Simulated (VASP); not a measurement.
An input for Quantum ESPRESSO's pw.x (written as the equivalent of a VASP run, and not itself run):

```
&CONTROL
  calculation = 'vc-relax'
  pseudo_dir = './pseudo'
  outdir = './out'
  tprnfor = .true.
  tstress = .true.
  nstep = 40
  forc_conv_thr = 0.00078
/
&SYSTEM
  ibrav = 0
  nat = 3
  ntyp = 2
  ecutwfc = 96
  occupations = 'smearing'
  smearing = 'methfessel-paxton'
  degauss = 0.00735
  input_dft = 'pbe'
/
&ELECTRONS
  conv_thr = 7.3e-08
  electron_maxstep = 100
/
&IONS
/
&CELL
/
ATOMIC_SPECIES
  Co 58.933 Co.upf
  Si 28.085 Si.upf
CELL_PARAMETERS angstrom
    -0.0000000    2.6786970    2.6786970
     2.6786970   -0.0000000    2.6786970
     2.6786970    2.6786970   -0.0000000
ATOMIC_POSITIONS crystal
  Co   0.0000000  0.0000000  0.0000000
  Si   0.2500000  0.2500000  0.2500000
  Si   0.7500000  0.7500000  0.7500000
K_POINTS automatic
  10 10 10 0 0 0
```

Task: Translate this input to VASP (INCAR, KPOINTS, POSCAR, choice of POTCAR).

Result: This is not unique; one that fits is 
**POSCAR**
```
CoSi2
1
   -0.0000000000     2.6786970382     2.6786970382
    2.6786970382    -0.0000000000     2.6786970382
    2.6786970382     2.6786970382    -0.0000000000
Co Si
1 2
Direct
  0.0000000000   0.0000000000   0.0000000000
  0.2500000000   0.2500000000   0.2500000000
  0.7500000000   0.7500000000   0.7500000000
```

### INCAR
```
ALGO=Normal
EDIFF=1E-6
EDIFFG=-0.02
ENCUT=500
GGA=PE
IBRION=2
ISIF=3
ISMEAR=1
LASPH=T
LCHARG=F
LMAXMIX=4
LREAL=F
LWAVE=F
NELM=100
NSW=40
PREC=Accurate
SIGMA=0.1
SYSTEM=CoSi2
```

### KPOINTS
```
Automatic
0
Gamma
 10 10 10
0 0 0
```

POTCAR, in this order: Co Si (PBE.64 set). Program: vasp_std.

What does not carry over: the potentials are each code's own (VASP's PAW set, PseudoDojo norm-conserving files in pw.x), so ENCUT and ecutwfc are chosen apart and not converted; conv_thr bounds pw.x's estimated SCF error, while EDIFF bounds the energy change between steps; forc_conv_thr acts on force components and is met together with etot_conv_thr.

The compound is CoSi2 in the fluorite structure. It was relaxed first.
